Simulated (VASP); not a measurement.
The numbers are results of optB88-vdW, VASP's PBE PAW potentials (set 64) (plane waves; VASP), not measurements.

VASP input:

### INCAR
```
# general
SYSTEM   = CsI
PREC     = Accurate
ENCUT    = 520
LREAL    = .FALSE.
LASPH    = .TRUE.

# electronic loop
EDIFF    = 1E-7
NELM     = 100
ALGO     = Normal
LMAXMIX  = 4

# smearing
ISMEAR   = 0
SIGMA    = 0.05

# functional
GGA      = BO
LUSE_VDW = .TRUE.
AGGAC    = 0.0
PARAM1   = 0.1833333333
PARAM2   = 0.22

# ions
ISIF     = 2

# output
LWAVE    = .FALSE.
LCHARG   = .FALSE.
```

**POSCAR**
```
CsI
1
    4.5510909102     0.0000000000     0.0000000000
    0.0000000000     4.5510909102     0.0000000000
    0.0000000000     0.0000000000     4.5510909102
Cs I
1 1
Direct
  0.0000000000   0.0000000000   0.0000000000
  0.5000000000   0.5000000000   0.5000000000
```

KPOINTS:
```
K-points
0
gamma
 6 6 6
0 0 0
```

POTCAR, in this order: Cs_sv I (PBE.64 set). Program: vasp_std.

Unless said otherwise, spin-orbit coupling is left out, though it shifts the bands of the heavy elements here.

**Question.** Predict the energy per atom (σ→0), band gap (on the k-mesh).

**Answer.** 
```yaml
energy per atom (σ→0): -451 meV/atom
band gap (on the k-mesh): 3.86 eV
```

### OSZICAR
```
...
DAV:   7    -0.900251485790E+00    0.28996E-01   -0.13809E-01   556   0.177E+00    0.517E-01
DAV:   8    -0.902162298565E+00   -0.19108E-02   -0.91603E-03   524   0.677E-01    0.762E-02
DAV:   9    -0.902382731908E+00   -0.22043E-03   -0.97040E-04   592   0.203E-01    0.687E-02
DAV:  10    -0.902454696109E+00   -0.71964E-04   -0.10167E-04   536   0.787E-02    0.133E-02
DAV:  11    -0.902453701443E+00    0.99467E-06   -0.27068E-05   560   0.300E-02    0.363E-03
DAV:  12    -0.902454277130E+00   -0.57569E-06   -0.23977E-06   552   0.124E-02    0.167E-03
DAV:  13    -0.902454329166E+00   -0.52036E-07   -0.67714E-08   420   0.168E-03
   1 F= -.90245433E+00 E0= -.90245433E+00  d E =-.590122E-16
```

The compound is CsI in the CsCl type structure. It was relaxed first.
